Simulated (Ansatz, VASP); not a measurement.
**Sr3Rh: VASP beside Ansatz**

```xyz
4
Lattice="-2.6558 2.6558 4.6530 2.6558 -2.6558 4.6530 2.6558 2.6558 -4.6530" Properties=species:S:1:pos:R:3 pbc="T T T"
Sr    0.0000    0.0000    4.6530
Sr    2.6558    0.0000    2.3265
Sr    0.0000    2.6558    2.3265
Rh    0.0000    0.0000    0.0000
```

Alike in both runs: functional PBE; k mesh 6 × 6 × 6; occupations gaussian, width 0.1 eV; no spin polarisation.

Ansatz relaxed the structure, and its values are those at the end. VASP's run is a single point on that final structure, the one shown.

```csv
,VASP,Ansatz
version,VASP 6.6.1,Ansatz 0.2.0
potentials or method,"VASP PAW PBE potentials, release 64 (Sr_sv, Rh_pv)","scalar-relativistic, plane waves, PAW"
plane-wave cutoff (eV),520,420
valence electrons in the cell,45,47
```

Ansatz gave:

```
gap on the k mesh at the Fermi level (eV) : none
pressure (GPa)                            : 0.2
```

**Question.** Which values does VASP return?

**Answer.** gap on the k mesh at the Fermi level (eV): none; pressure (GPa): 0.3.

A gap of «none» marks a metal or a gap that the smearing closes. The two sets of potentials don't hold the same shells in valence.
